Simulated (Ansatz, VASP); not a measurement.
# Cross-check of SnO (Romarchite) between VASP and Ansatz, part 2 of 2

Wanted: the spread between two codes on one cell, functional and k mesh. The structure shown is the start of the Ansatz relaxation below; VASP solves that cell, so the two are compared at the walk's first step.

VASP 6.6.1 and Ansatz 0.2.0.

So far. Step 3 (VASP: single point, PBE with D3(BJ), start cell, pair 1): The run ends at a pressure of -1.50 GPa, with forces up to 0.16 eV/Å.

## (7) VASP: single point, PBE with D3(BJ), start cell, pair 2

Level of this step: PBE with D3(BJ); plane waves and PAW (O, Sn_d) (VASP).

The same cell, functional, mesh and smearing now go to VASP, with its own data sets.

INCAR reads:

```
SYSTEM = SnO
PREC = Accurate
ENCUT = 520
EDIFF = 1E-06
NELM = 120
ISMEAR = 1
SIGMA = 0.2
LREAL = .FALSE.
ALGO = Normal
GGA = PE
IVDW = 12
NBANDS = 26
LORBIT = 11
LWAVE = .FALSE.
LCHARG = .FALSE.
ISIF = 2
LASPH = .TRUE.
GGA_COMPAT = .FALSE.
EFERMI = MIDGAP
KPAR = 2
```

POSCAR reads:

```
SnO
1.0
    3.8708210000      0.0000000000      0.0000000000
    0.0000000000      3.8708210000      0.0000000000
    0.0000000000      0.0000000000      4.8634180000
O Sn
2 2
Direct
    0.0000000000      0.0000000000      0.0000000000
    0.4999998708      0.4999998708      0.0000000000
    0.4999998708      0.0000000000      0.2396802002
    0.0000000000      0.4999998708      0.7603197998
```

KPOINTS reads:

```
Automatic mesh
0
Gamma
12 12 10
0 0 0
```

PAW data sets: O and Sn_d (PBE family, release 64).

On the command line:

```sh
mpirun -np 2 vasp_std
```

Numbers of over 12 decimals in the logs are rounded to 6 here.

Output:

```text
[... set-up lines as in an earlier step ...]
 entering main loop
       N       E                     dE             d eps       ncg     rms          rms(c)
DAV:   1     0.404052820121E+03    0.40405E+03   -0.20356E+04  8900   0.233E+03
DAV:   2     0.344568326051E+02   -0.36960E+03   -0.35906E+03  9248   0.536E+02
DAV:   3    -0.236887314213E+02   -0.58146E+02   -0.57148E+02 10172   0.187E+02
DAV:   4    -0.264242482049E+02   -0.27355E+01   -0.27236E+01 10224   0.431E+01
[...]
DAV:  12    -0.227139810120E+02   -0.54243E-04   -0.46185E-04  9100   0.128E-01    0.379E-02
DAV:  13    -0.227139761332E+02    0.48788E-05   -0.47912E-05 12710   0.672E-02    0.486E-03
DAV:  14    -0.227139761035E+02    0.29744E-07   -0.46146E-06 10388   0.147E-02
   1 F= -.23616860E+02 E0= -.23617164E+02  d E =0.911357E-03
```

OUTCAR, selected parts (step 7):

```text
 Edisp (eV)   -0.90288

  Total      -0.96985    -0.96985    -0.79306     0.00000     0.00000     0.00000
  in kB     -21.32403   -21.32403   -17.43678     0.00000     0.00000     0.00000
  external pressure =      -20.03 kB  Pullay stress =        0.00 kB

 POSITION                                       TOTAL-FORCE (eV/Angst)
 -----------------------------------------------------------------------------------
      0.00000      0.00000      0.00000         0.000000      0.000000      0.000000
      1.93541      1.93541      0.00000        -0.000000      0.000000      0.000000
      1.93541      0.00000      1.16566         0.000000      0.000000     -0.160045
      0.00000      1.93541      3.69775         0.000000      0.000000      0.160045
 -----------------------------------------------------------------------------------
    total drift:                                0.000793      0.000793     -0.000000

  FREE ENERGIE OF THE ION-ELECTRON SYSTEM (eV)
  ---------------------------------------------------
  free  energy   TOTEN  =       -23.6168598210 eV

  energy  without entropy=      -23.6177711782  energy(sigma->0) =      -23.61716361

[... 1 part as in an earlier step ...]

[... 2 further parts left out ...]
[key lines of the parts left out:]
E-fermi :   6.6535
```

The run ends at a pressure of -2.00 GPa, with forces up to 0.16 eV/Å.

## (8) Side by side

Forces (eV/Å; atoms numbered as in POSCAR):

| atom | Ansatz x, y, z | VASP x, y, z |
| --- | --- | --- |
| O1 | 0.000, 0.000, 0.000 | 0.000, 0.000, 0.000 |
| O2 | 0.000, 0.000, 0.000 | 0.000, 0.000, 0.000 |
| Sn3 | 0.000, 0.000, -0.244 | 0.000, 0.000, -0.160 |
| Sn4 | 0.000, 0.000, 0.244 | 0.000, 0.000, 0.160 |

The forces differ by 34 meV/Å r.m.s., which is 52.7 % of the r.m.s. force of 0.065 eV/Å (both taken over all components).

## (9) What the set-up changes

Further runs change the set-up of one program: Ansatz's method, potentials or start, or VASP's data sets, cutoff or form of LDA. The table gives that difference for each run.

```csv
run,r.m.s. force difference (meV/Å)
as above,34
VASP with a cutoff of 600 eV (perhaps on Ansatz's relaxed cell),35
```

## (10) Ansatz: relaxation, PBE with D3(BJ)

The two programs are compared at the cell with which this relaxation starts, whose forces are those of its first step. The cell compared in this pair holds 74.27 Å³, against 72.87 Å³ for the pair before.

The structure compared here is the start of the Ansatz relaxation; VASP solves that cell, so the two are compared at the walk's first step.

input.yaml reads:

```yaml
crystal:
  lattice:
    - [3.8783389351, 0.0, 0.0]
    - [0.0, 3.8783389351, 0.0]
    - [0.0, 0.0, 4.9377465495]
  atoms:
    - { symbol: O, position: [0.0, 0.0, 0.0] }
    - { symbol: O, position: [0.5, 0.5, 0.0] }
    - { symbol: Sn, position: [0.5, 0.0, 0.2361347418] }
    - { symbol: Sn, position: [0.0, 0.5, 0.7638652582] }
kpoints:
  mp_grid: { grid: [12, 12, 10] }
hamiltonian:
  xc: pbe
  dispersion: d3bj
  pseudopotentials: { kind: paw, azcp: { folder: soft_1 } }
scf:
  occupations: { method: methfessel_paxton, width: 0.2 }
output:
  forces: true
  stress: true
  eigenvalues: true
relax:
  adjacent_minimum: "off"
  f_tol: 0.001
  max_steps: 60
  cell: { stress_tol: 0.01, fix: [volume] }
```

On the command line:

```sh
ansatz run input.yaml --threads 8 --pin off --max-ram 16384MiB --backend cpu --events-out ev --progress --plain --runs-dir out
```

Output:

```text
[...]
Crystal: 4 atoms, lattice volume = 74.271 Å³
Basis set: ecut = 420 eV, 1473 PW (Γ), exchange–correlation on 54×54×72 points (8 copies of the dense FFT grid, shifted against one another)
Bands: 24, of which v1, the nominal top of the filled ones, is band 20 counted from 1 (19 counted from 0)
Symmetry: 16 space group operations
[...]
k-points: 168 of 1440
[...]
--- Relaxed structure (6 steps of the walk, 6 accepted, 2 SCFs on fresh bases) ---
[...]
cell:  # Å, volume = 74.2712 Å³
    - [3.860508, 0, 0.0]
    - [0, 3.860508, 0.0]
    - [0.0, 0.0, 4.983465]
  atoms:
    - { symbol: O, position: [0, 0, 0] }
    - { symbol: O, position: [0.5, 0.5, 0] }
    - { symbol: Sn, position: [0.5, 0, 0.232614] }
    - { symbol: Sn, position: [0, 0.5, 0.767386] }
[key lines of the parts left out:]
SCF converged after 6 iterations
Free energy (F): -13184.458664 eV
Fermi energy:    9.167966 eV
P = ⅓ Tr σ = -1.5056 GPa (-15.056 kbar)
```

## (11) VASP: single point, PBE with D3(BJ), start cell, pair 3

The same cell, functional, mesh and smearing now go to VASP, with its own data sets.

INCAR is that of step 7.

POSCAR reads:

```
SnO
1.0
    3.8783390000      0.0000000000      0.0000000000
    0.0000000000      3.8783390000      0.0000000000
    0.0000000000      0.0000000000      4.9377470000
O Sn
2 2
Direct
    0.0000000000      0.0000000000      0.0000000000
    0.4999998711      0.4999998711      0.0000000000
    0.4999998711      0.0000000000      0.2361348202
    0.0000000000      0.4999998711      0.7638651798
```

KPOINTS is that of step 7.

On the command line:

```sh
mpirun -np 2 vasp_std
```

Output:

```text
[... set-up lines as in an earlier step ...]
 entering main loop
       N       E                     dE             d eps       ncg     rms          rms(c)
DAV:   1     0.406480415489E+03    0.40648E+03   -0.20219E+04  8834   0.230E+03
DAV:   2     0.354413903128E+02   -0.37104E+03   -0.36100E+03  9274   0.535E+02
DAV:   3    -0.235593438514E+02   -0.59001E+02   -0.57848E+02 10092   0.187E+02
DAV:   4    -0.264545209127E+02   -0.28952E+01   -0.28796E+01 10206   0.438E+01
[...]
DAV:  12    -0.227204243100E+02   -0.57082E-04   -0.48190E-04  9086   0.131E-01    0.391E-02
DAV:  13    -0.227204197745E+02    0.45354E-05   -0.52539E-05 12726   0.707E-02    0.502E-03
DAV:  14    -0.227204198721E+02   -0.97522E-07   -0.52101E-06 10446   0.156E-02
   1 F= -.23605877E+02 E0= -.23606172E+02  d E =0.884375E-03
```

From OUTCAR (step 11):

```text
 Edisp (eV)   -0.88546

  Total      -1.17947    -1.17947    -0.99993     0.00000     0.00000     0.00000
  in kB     -25.44356   -25.44356   -21.57039     0.00000     0.00000     0.00000
  external pressure =      -24.15 kB  Pullay stress =        0.00 kB

 POSITION                                       TOTAL-FORCE (eV/Angst)
 -----------------------------------------------------------------------------------
      0.00000      0.00000      0.00000        -0.000000      0.000000      0.000000
      1.93917      1.93917      0.00000        -0.000000      0.000000      0.000000
      1.93917      0.00000      1.16597         0.000000      0.000000     -0.155194
      0.00000      1.93917      3.77177         0.000000      0.000000      0.155194
 -----------------------------------------------------------------------------------
    total drift:                                0.000795      0.000795     -0.000000

  FREE ENERGIE OF THE ION-ELECTRON SYSTEM (eV)
  ---------------------------------------------------
  free  energy   TOTEN  =       -23.6058771545 eV

  energy  without entropy=      -23.6067615295  energy(sigma->0) =      -23.60617195

[... 1 part as in an earlier step ...]

[... 2 further parts left out ...]
[key lines of the parts left out:]
E-fermi :   6.4281
```

The run ends at a pressure of -2.42 GPa, with forces up to 0.16 eV/Å.

## (12) Differences

Forces (eV/Å; atoms numbered as in POSCAR):

```csv
atom,"Ansatz x, y, z","VASP x, y, z"
O1,"0.000, 0.000, 0.000","0.000, 0.000, 0.000"
O2,"0.000, 0.000, 0.000","0.000, 0.000, 0.000"
Sn3,"0.000, 0.000, -0.240","0.000, 0.000, -0.155"
Sn4,"0.000, 0.000, 0.240","0.000, 0.000, 0.155"
```

The forces differ by 35 meV/Å r.m.s., which is 54.5 % of the r.m.s. force of 0.063 eV/Å (both taken over all components).

## (13) What the set-up changes

Further runs change the set-up of one program: Ansatz's method, potentials or start, or VASP's data sets, cutoff or form of LDA. The table gives that difference for each run.

```csv
run,r.m.s. force difference (meV/Å)
as above,35
VASP with a cutoff of 600 eV (perhaps on Ansatz's relaxed cell),35
```

## (14) Outcome

- r.m.s. force difference (single point, PBE with D3(BJ), start cell, pair 1): 35 meV/Å
- r.m.s. force difference (single point, PBE with D3(BJ), start cell, pair 2): 34 meV/Å
- r.m.s. force difference (single point, PBE with D3(BJ), start cell, pair 3): 35 meV/Å

What this shows: The r.m.s. force difference is 35 meV/Å (single point, PBE with D3(BJ), start cell, pair 1), beyond the 12 meV/Å picked in this series as the mark of a large difference. 2 further runs of this series are not shown here. Such differences can come from data sets, numerical settings and the points named under the comparisons, not from the functional's error against experiment.

[Lines on the potential files, build, host, timing and source positions are cut from VASP's logs without a mark.]

[Logs are printed without paths, hosts, clocks, repeated set-up lines and the standing remarks that a program may print on its own settings, such as how far it seeks lower states.]

[Hosts, paths, dates, database ids (printed as entryN), source tags and the programs' standing remarks are cut or masked in the printed files.]

[Rows of further runs with another cutoff or data set may stand on the cell that Ansatz relaxed, not on the start cell of the pair above them.]
